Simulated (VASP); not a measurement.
Given:

```xyz
3
Lattice="2.0520 -3.5541 0.0000 2.0520 3.5541 0.0000 0.0000 0.0000 5.2035" Properties=species:S:1:pos:R:3 pbc="T T T"
Se     0.5095     0.8825     3.4690
Se     3.0849     0.0000     0.0000
Se     0.5095    -0.8825     1.7345
```

Level of theory: PBEsol GGA, VASP's PBE PAW potentials (set 64) (plane waves; VASP 6.6.1). Run with 480 eV cut-off, 6×6×4 Γ-centred mesh, Gaussian smearing of 0.050 eV, potentials Se.

Without a dispersion term in the relaxation, distances and binding between the weakly bound layers, chains or molecules are unreliable, and so is what depends on them.

The ions are relaxed. What does this cell relax into?

```xyz
3
Lattice="2.0520 -3.5541 0.0000 2.0520 3.5541 0.0000 0.0000 0.0000 5.2035" Properties=species:S:1:pos:R:3 pbc="T T T"
Se     0.4945     0.8566     3.4690
Se     3.1149     0.0000     0.0000
Se     0.4945    -0.8566     1.7345
```
Space group P3_121 (152), at a tolerance of 0.03 Å.

How much energy does the relaxation gain?

The energy (σ→0) changes by -4.6 meV/atom, in 3 ionic steps.

The compound is Se in the trig structure. This cell was strained or had an atom moved on purpose. Symmetry was kept, so distortions that lower it aren't found.
